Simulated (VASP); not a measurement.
Given:

```
CELL_PARAMETERS angstrom
      4.08176     0.00000     0.00000
      0.00000     4.08176     0.00000
      0.00000     0.00000     4.08176
ATOMIC_POSITIONS crystal
  Sc 0.00000 0.00000 0.00000
  Ga 0.50000 0.50000 0.00000
  Ga 0.00000 0.50000 0.50000
  Ga 0.50000 0.00000 0.50000
```

Method: PBEsol GGA, VASP's PBE PAW potentials (set 64) (plane waves; VASP). Numerical set-up: 300 eV cut-off, 11×11×11 Γ-centred mesh, Fermi-Dirac smearing of 0.14 eV, potentials Sc_sv Ga_d.

At this cut-off the stress carries a Pulay error, which pulls relaxed volumes low.

Give the stress tensor in GPa (positive for a compressed cell).

```
-2.01   0.00   0.00
 0.00  -2.01   0.00
 0.00   0.00  -2.01
```
The pressure is its mean diagonal, -2.01 GPa.

The structure comes from a computed database's ScGa3 entry; how it stands against other phases isn't given here. The cell was not relaxed at this level.
